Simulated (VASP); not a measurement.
```yaml
crystal:
  lattice:
    - [0.00000, 2.39344, 2.39344]
    - [2.39344, 0.00000, 2.39344]
    - [2.39344, 2.39344, 0.00000]
  atoms:
    - { symbol: Y, position: [0.00000, 0.00000, 0.00000] }
    - { symbol: N, position: [0.50000, 0.50000, 0.50000] }
```

The numbers are results of r2SCAN+rVV10, VASP's PBE PAW potentials (set 64) (plane waves; VASP), not measurements. Settings: 520 eV cut-off, 9×9×9 Γ-centred mesh, Gaussian smearing of 0.050 eV, potentials Y_sv N.

Predict the energy per atom (σ→0), pressure.

| Property | Result |
|---|---|
| energy per atom (σ→0) | -16.539 eV/atom |
| pressure | 12.15 GPa |

Total energies compare only between runs with the same potentials, cut-off and functional.

The compound is YN in the rock salt structure. This cell is one point of a volume scan, at 0.94 of the reference volume.
